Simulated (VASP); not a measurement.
```xyz
1
Lattice="-2.8188 2.8188 2.8188 2.8188 -2.8188 2.8188 2.8188 2.8188 -2.8188" Properties=species:S:1:pos:R:3 pbc="T T T"
Rb     0.0000     0.0000     0.0000
```

Calculation: vdW-DF-cx, VASP's PBE PAW potentials (set 64) (plane waves; VASP). Run with 520 eV cut-off, 10×10×10 Γ-centred mesh, tetrahedra with Blöchl corrections, potentials Rb_sv.

Q: What does the run give for the energy per atom (σ→0), band gap (on the k-mesh) with the smallest direct gap where there is one?

A: 
The band gap (on the k-mesh) is none (metal, semimetal or under 0.01 eV) and the energy per atom (σ→0) is 1.205 eV/atom.

Only differences to runs with the same potentials and settings are physical.

The compound is Rb in the bcc structure. It was relaxed first.
